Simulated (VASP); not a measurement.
An input for Quantum ESPRESSO's pw.x (written as the equivalent of a VASP run, and not itself run):

```
&CONTROL
  calculation = 'vc-relax'
  pseudo_dir = './pseudo'
  outdir = './out'
  tprnfor = .true.
  tstress = .true.
  nstep = 60
  forc_conv_thr = 0.00039
/
&SYSTEM
  ibrav = 0
  nat = 2
  ntyp = 1
  ecutwfc = 78
  occupations = 'smearing'
  smearing = 'gaussian'
  degauss = 0.003675
  input_dft = 'rpbe'
/
&ELECTRONS
  conv_thr = 7.3e-08
  electron_maxstep = 100
/
&IONS
/
&CELL
/
ATOMIC_SPECIES
  Ge 72.630 Ge.upf
CELL_PARAMETERS angstrom
     0.0000000    2.8290000    2.8290000
     2.8290000    0.0000000    2.8290000
     2.8290000    2.8290000    0.0000000
ATOMIC_POSITIONS crystal
  Ge   0.0000000  0.0000000  0.0000000
  Ge   0.2500000  0.2500000  0.2500000
K_POINTS automatic
  7 7 7 0 0 0
```

Task: Write the VASP files for the same calculation (RPBE).

Result: One answer among several that fit: 
File KPOINTS:
```
Automatic mesh
0
Gamma
7 7 7
0 0 0
```

### POSCAR
```
Ge
1
    0.0000000000     2.8290000000     2.8290000000
    2.8290000000     0.0000000000     2.8290000000
    2.8290000000     2.8290000000     0.0000000000
Ge
2
Direct
  0.0000000000   0.0000000000   0.0000000000
  0.2500000000   0.2500000000   0.2500000000
```

**INCAR**
```
SYSTEM = Ge
PREC = Accurate
ENCUT = 520
EDIFF = 1E-6
NELM = 100
ALGO = Normal
LREAL = .FALSE.
LASPH = .TRUE.
ISMEAR = 0
SIGMA = 0.05
GGA = RP
LMAXMIX = 4
LWAVE = .FALSE.
LCHARG = .FALSE.
IBRION = 2
ISIF = 3
NSW = 60
EDIFFG = -0.01
```

POTCAR, in this order: Ge_d (PBE.64 set). Program: vasp_std.

What does not carry over: the potentials are each code's own (VASP's PAW set, PseudoDojo norm-conserving files in pw.x), so ENCUT and ecutwfc are chosen apart and not converted; conv_thr bounds pw.x's estimated SCF error, while EDIFF bounds the energy change between steps; forc_conv_thr acts on force components and is met together with etot_conv_thr.

The compound is Ge in the diamond structure. This run relaxes it. Symmetry was kept, so distortions that lower it aren't found.
